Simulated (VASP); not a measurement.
## WS2: energy against strain

WS2 (2H layered, P6_3/mmc, 20.346 Å³/atom and stress up to 0.14 GPa in the relaxed cell, c along z) under an equal strain ε along x and y, with z held. PBE in VASP (plane waves, PAW), 480 eV, 12×12×4 Γ-centred mesh, Gaussian smearing 0.05 eV; ions are relaxed, or left where forces stay under 0.02 eV/Å, within the symmetry of each cell. Against the start cell, which lies near the measured one, the relaxed cell differs by 15.3 % in volume and 12.5 % in c; the values below rest on it.

Here s stands for strain and y for E less E0.

```
strain (%)  E less E0 (meV/atom)
----------  --------------------
-3.00                          ?
-1.50                       7.44
-1.00                       3.26
-0.50                       0.79
0.00                        0.00
0.50                        0.82
1.00                        3.21
1.50                        7.12
```

Taking a parabola for y over the 7 complete rows: Least squares gives y = -0.002 - 0.0736·s + 3.2367·s². Residuals (row less fit): 0.049, -0.048, -0.054, 0.002, 0.050, 0.049, -0.050; standard error 0.061 (degrees of freedom: 4). Twice the quadratic coefficient over the volume, 2 × 3.2367 meV × 10⁴ × 0.1602 / 20.346 Å³, is the elastic constants 2(C11 + C12) = 510 ± 4 GPa (± standard error of the fit, which holds the terms cut off).

Question: Estimate the missing y (s = -3.00); what did the run itself give?

Answer: y = -0.002 - 0.0736 × (-3.0) + 3.2367 × (-3.0)² = 29.349 meV/atom. The calculation gives 30.85 meV/atom, 1.501 meV/atom above the prediction (4.9 % of the range of y in the table). The row lies outside the fitted rows, so this is an extrapolation. From the scatter of the fitted rows alone, a prediction at this place has a standard error of 0.234 meV/atom, so the miss is 6.4 times that.

A polynomial of degree 3 through the 12 other runs of the series gives 30.80 there, so most of the miss is curvature that the fit leaves out. Spin-orbit coupling is left out, which can shift these values for the heavy elements here. For WS2: without a dispersion term in the relaxation, distances and binding between the weakly bound layers, chains or molecules are unreliable, and so is what depends on them. Rows are the converged runs of the series near zero and its far end, less any whose ions stayed unrelaxed beside relaxed ones; series whose fitted rows scatter by over a few per cent of the range, as at a crossing or softening among them, aren't shown in this form. Most that stay on the fit to the last digits aren't either.
